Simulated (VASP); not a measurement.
Calculation: revPBE GGA, VASP's PBE PAW potentials (set 64) (plane waves; VASP).

The input files of a VASP run:

**INCAR**
```
SYSTEM = TiAl
PREC = Accurate
ENCUT = 520
EDIFF = 1E-7
NELM = 100
ALGO = Normal
LREAL = .FALSE.
LASPH = .TRUE.
ISMEAR = 1
SIGMA = 0.1
GGA = RE
LMAXMIX = 4
LWAVE = .FALSE.
LCHARG = .FALSE.
ISIF = 4
IBRION = 2
NSW = 30
EDIFFG = -0.01
```

### POSCAR
```
TiAl
1
    2.7841568876     0.0000000000     0.0000000000
    0.0000000000     2.7841568876     0.0000000000
    0.0000000000     0.0000000000     4.0034486653
Ti Al
1 1
Direct
  0.0000000000   0.0000000000   0.0000000000
  0.5000000000   0.5000000000   0.5000000000
```

File KPOINTS:
```
K-points
0
G
 13 13 9
```

POTCAR, in this order: Ti_sv Al (PBE.64 set). Program: vasp_std.

### Question
What will the output report for the number of irreducible k-points (NKPTS), largest plane-wave count, number of space-group operations, FFT grid (NGX, NGY, NGZ)?

### Answer

```yaml
number of irreducible k-points (NKPTS): 140
largest_plane_wave_count: 860
number_of_space_group_operations: 16
FFT grid (NGX, NGY, NGZ): 24 × 24 × 30
```

The compound is TiAl in the L1_0 structure. This cell is one point of a volume scan, at 0.94 of the reference volume. The electron count is odd and the run is not spin-polarised, which forces a metal.
